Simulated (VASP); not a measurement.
Consider the following.

```
CELL_PARAMETERS angstrom
     -1.56956     1.56956     3.84697
      1.56956    -1.56956     3.84697
      1.56956     1.56956    -3.84697
ATOMIC_POSITIONS crystal
  Si 0.66643 0.66643 0.00000
  Si 0.33357 0.33357 0.00000
  W  0.00000 0.00000 0.00000
```

Calculation: PBEsol GGA, VASP's PBE PAW potentials (set 64) (plane waves; VASP 6.6.1). Settings: 480 eV cut-off, 12×12×12 Γ-centred mesh, first-order Methfessel-Paxton smearing of 0.10 eV, potentials Si W_sv.

Unless said otherwise, spin-orbit coupling is left out, though it shifts the bands of the heavy elements here.

### Question
Predict the energy per atom (σ→0), pressure, band gap (on the k-mesh) with the smallest direct gap where there is one.

### Answer

```json
{
  "band gap (on the k-mesh)": "none (metal, semimetal or under 0.01 eV)",
  "energy per atom (σ→0)": "-8.847 eV/atom",
  "pressure": "15.01 GPa"
}
```

Only differences to runs with the same potentials and settings are physical.

The compound is WSi2 in the MoSi2 type structure. It was relaxed first under an external pressure of 15 GPa.
